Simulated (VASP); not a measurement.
A convergence study with VASP on GaN (zinc blende): one setting is varied, all else stays as given below, so the limit is that of these other settings.

```
CELL_PARAMETERS angstrom
      0.00000     2.26000     2.26000
      2.26000     0.00000     2.26000
      2.26000     2.26000     0.00000
ATOMIC_POSITIONS crystal
  Ga 0.00000 0.00000 0.00000
  N  0.25000 0.25000 0.25000
```

Computed with PBE GGA, VASP's PBE PAW potentials (set 64) (plane waves; VASP 6.6.1). The tightest run used: 700 eV cut-off, 19×19×19 Γ-centred mesh, Gaussian smearing of 0.050 eV, potentials Ga_d N.

The reference is 19×19×19 mesh, which took about 60 core-seconds. Costs are core time on shared hosts, one run each; read them as rough ratios.

Question: Of the settings 1×1×1 mesh; 2×2×2 mesh; 3×3×3 mesh; 4×4×4 mesh; 5×5×5 mesh; 6×6×6 mesh; 7×7×7 mesh; 8×8×8 mesh; 9×9×9 mesh; 10×10×10 mesh; 11×11×11 mesh; 12×12×12 mesh; 13×13×13 mesh; 14×14×14 mesh; 15×15×15 mesh; 16×16×16 mesh; 17×17×17 mesh; 18×18×18 mesh; 19×19×19 mesh, which is the lowest that keeps the difference from the reference in E (eV/atom) within 0.01 from there on, and what does it cost?

Answer: 5×5×5 mesh; its cost over the reference is about 1/10.
| setting | difference in E (eV/atom) | cost over the reference |
|---|---|---|
| 1×1×1 mesh | 8.1583 | about 1/20 |
| 2×2×2 mesh | 0.8591 | about 1/20 |
| 3×3×3 mesh | 0.1478 | about 1/20 |
| 4×4×4 mesh | 0.0319 | about 1/10 |
| 5×5×5 mesh | 0.0080 | about 1/10 |
| 6×6×6 mesh | 0.0023 | about 1/9 |
| 7×7×7 mesh | 0.0008 | about 1/8 |
| 8×8×8 mesh | 0.0003 | about 1/6 |
| 9×9×9 mesh | 0.0001 | about 1/5 |
| 10×10×10 mesh | 0.0000 | about 1/4 |
| 11×11×11 mesh | 0.0000 | about 1/3 |
| 12×12×12 mesh | 0.0000 | about 1/3 |
| 13×13×13 mesh | 0.0000 | about 1/2 |
| 14×14×14 mesh | 0.0000 | within a factor of 2 |
| 15×15×15 mesh | 0.0000 | within a factor of 2 |
| 16×16×16 mesh | 0.0000 | within a factor of 2 |
| 17×17×17 mesh | 0.0000 | within a factor of 2 |
| 18×18×18 mesh | 0.0000 | within a factor of 2 |
| 19×19×19 mesh | 0.0000 | reference |

Left out are rungs that failed or repeat a setting and relaxations that didn't move; long series are thinned to 24 rows.

The compound is GaN in the zinc blende structure, a metastable form; wurtzite is the usual one. The cell was not relaxed at this level.
